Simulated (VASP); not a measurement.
A run of VASP 6.6.1 is set up as follows.

INCAR

```
SYSTEM = Si12HO24
PREC = Accurate ; ENCUT = 450
EDIFF = 1E-6 ; ISMEAR = 0
SIGMA = 0.02 ; LREAL = .FALSE.
LASPH = .TRUE. ; NELM = 100
ALGO = Normal ; ISIF = 2
LWAVE = .FALSE. ; LCHARG = .FALSE.
METAGGA = R2SCAN ; LMIXTAU = .TRUE.
NBANDS = 236
```

Contents of KPOINTS:

```
Automatic mesh
0
G
  1 1 1
  0 0 0
```

POSCAR

```
Si12HO24
1.0
    9.8316000000      0.0000000000      0.0000000000
   -4.9158000000      8.5144153600      0.0000000000
    0.0000000000      0.0000000000     10.8182000000
Si O H
24 48 2
Direct
    0.2709099100      0.0094391800      0.1655027100
    0.9985581900      0.2592514300      0.3363694500
    0.2293313700      0.2350352900      0.9973888100
    0.2536999600      0.9943798200      0.6857301500
    0.9943088900      0.2605859300      0.8263963100
    0.2083269900      0.1946535800      0.5153311300
    0.2621491600      0.4975911800      0.1718615900
    0.0071092300      0.7712372900      0.3283148600
    0.2235410900      0.7272896200      0.0054956200
    0.2669434400      0.4925265000      0.6593211300
    0.9964925600      0.7555626100      0.8443723300
    0.2341662800      0.7379975200      0.4999615600
    0.7679183600      0.0027725800      0.1637768200
    0.5150453800      0.2909717700      0.3263891900
    0.7354828800      0.2356065700      0.9947544900
    0.7500254000      0.9945486100      0.6643177100
    0.4988791700      0.2694374300      0.8323993700
    0.7270726000      0.2340685100      0.4992150500
    0.7874783800      0.5096747300      0.1573528400
    0.5014811400      0.7712337700      0.3306460800
    0.7306058600      0.7321122000      0.9989357800
    0.7689976800      0.5017534200      0.6662599300
    0.4892422100      0.7549201000      0.8332459800
    0.7359702800      0.7334614600      0.4949275200
    0.0585994900      0.1851775900      0.4426589500
    0.2910020100      0.3666465000      0.1058264000
    0.1398598500      0.4267424900      0.2869976000
    0.2009835100      0.0720170000      0.0577487200
    0.4066298400      0.3704627500      0.3615348300
    0.4326514900      0.1539250100      0.2217404800
    0.0637104000      0.2018104000      0.9379856800
    0.2961209500      0.3602216000      0.5945064100
    0.1329963000      0.4206365700      0.7662825000
    0.1440959400      0.0534628100      0.6192837800
    0.3618947100      0.2974696100      0.8889306100
    0.4273668200      0.1382933600      0.7227606500
    0.0698422700      0.7005748600      0.4356703700
    0.2976032600      0.8725800500      0.1047948800
    0.1459163000      0.9395625000      0.2791979800
    0.1925934700      0.5656927500      0.0691771200
    0.3725483100      0.8040633200      0.3955902100
    0.4281822600      0.6421691300      0.2206537200
    0.0484628800      0.6811712500      0.9565332700
    0.2831508900      0.8721161200      0.6050312400
    0.1573768100      0.9148317700      0.8113722100
    0.2107464500      0.5753019700      0.5568150000
    0.3464649500      0.7730380600      0.8905284800
    0.4297587500      0.6246495600      0.7230592100
    0.5674995200      0.2199689900      0.4418414100
    0.8114747800      0.3713264800      0.0999751300
    0.6741022500      0.4415287100      0.2761049300
    0.7048024300      0.0708391800      0.0544039400
    0.8598764000      0.2853916600      0.3919929700
    0.9337635900      0.1388796900      0.2191445800
    0.5688786300      0.2097478700      0.9432799200
    0.7969424800      0.3651871000      0.6090898100
    0.6362505700      0.4334820500      0.7744881600
    0.6856066900      0.0652798700      0.5578710000
    0.8594873700      0.2928012300      0.8810256900
    0.9165469200      0.1276861800      0.7199152000
    0.5689396300      0.6934002000      0.4307230900
    0.7919415500      0.8629271600      0.1084292300
    0.6399768800      0.9359748100      0.2761740900
    0.7067804900      0.5682967600      0.0547796900
    0.8688771100      0.7964578400      0.3870153500
    0.9505596500      0.6538900700      0.2097545600
    0.5644435100      0.7011425300      0.9437322700
    0.7805881900      0.8618020400      0.6029322100
    0.6206643000      0.9221698500      0.7749832700
    0.7103227700      0.5713318500      0.5546426500
    0.8615482000      0.7938688900      0.8892565300
    0.9332905500      0.6387354700      0.7249986100
    0.4686794900      0.4825753500      0.3818611000
    0.3051520900      0.1263220100      0.4313535600
```

Potentials or basis: VASP PAW PBE potentials, release 64 (Si, O, H).

The run is started by

```console
$ cat potpaw_PBE.64/Si/POTCAR potpaw_PBE.64/O/POTCAR potpaw_PBE.64/H/POTCAR > POTCAR
$ mpirun -np 1 vasp_std > vasp.out
```

Q: What does it give for the largest force?

A: 2.844 eV/Å.

Q: Estimate the band gap on the k mesh.

A: 5.64 eV, direct.

Forces on the atoms (eV/Å):
```
Si   0.008  0.039  0.047
Si  -0.078  0.077 -0.099
Si  -0.004 -0.051  0.039
Si   0.175 -0.054  0.074
Si  -0.042  0.016 -0.007
Si   1.572 -0.751 -1.118
Si   0.035  0.022 -0.032
Si   0.018  0.080 -0.026
Si  -0.008 -0.073  0.026
Si  -0.021  0.093  0.021
Si   0.025  0.035  0.025
Si  -0.029  0.001 -0.034
Si   0.028 -0.009  0.002
Si  -0.078 -0.184  0.113
Si  -0.013 -0.020  0.010
Si   0.041 -0.008 -0.011
Si  -0.012  0.044  0.013
Si  -0.082 -0.027 -0.020
Si   0.049 -0.017  0.047
Si  -0.011  0.024 -0.002
Si  -0.034 -0.032  0.013
Si   0.035 -0.014 -0.029
Si  -0.006  0.035  0.022
Si  -0.028 -0.044  0.000
O    0.282  0.177 -0.028
O   -0.264 -0.023 -0.111
O    0.110 -0.234 -0.170
O    0.149  0.246  0.117
O    0.236  0.280  0.064
O   -0.162  0.009  0.001
O    0.106  0.240 -0.156
O   -0.227 -0.183 -0.099
O    0.154 -0.215 -0.139
O    0.365  0.290 -0.305
O    0.113 -0.238  0.121
O   -0.289 -0.004  0.197
O    0.106  0.267 -0.114
O   -0.265 -0.064 -0.111
O    0.084 -0.340 -0.280
O    0.182  0.216  0.118
O    0.101 -0.269  0.104
O   -0.232 -0.019  0.183
O    0.108  0.295 -0.190
O   -0.238 -0.050 -0.038
O   -0.053 -0.165 -0.291
O    0.151  0.173  0.140
O    0.124 -0.170  0.143
O   -0.283  0.006  0.112
O    0.437  0.321 -0.128
O   -0.288 -0.013 -0.135
O   -0.007 -0.157 -0.201
O    0.160  0.223  0.135
O    0.167 -0.213  0.137
O   -0.251 -0.005  0.184
O    0.123  0.223 -0.173
O   -0.274 -0.004 -0.122
O    0.147 -0.216 -0.132
O    0.200  0.214  0.141
O    0.134 -0.231  0.160
O   -0.248  0.038  0.139
O    0.086  0.288 -0.094
O   -0.255 -0.009 -0.151
O    0.142 -0.226 -0.157
O    0.180  0.243  0.116
O    0.109 -0.226  0.143
O   -0.260 -0.053  0.164
O    0.120  0.223 -0.158
O   -0.225 -0.016 -0.139
O    0.152 -0.219 -0.143
O    0.119  0.211  0.133
O    0.138 -0.259  0.177
O   -0.246 -0.001  0.177
H   -0.066 -0.249 -0.084
H   -2.192  0.705  1.669
```

Caveat: the PAW data sets were made with another functional, which shifts forces and pressure a little. r2SCAN opens gaps a little over a GGA but as a rule still falls short of measured ones.
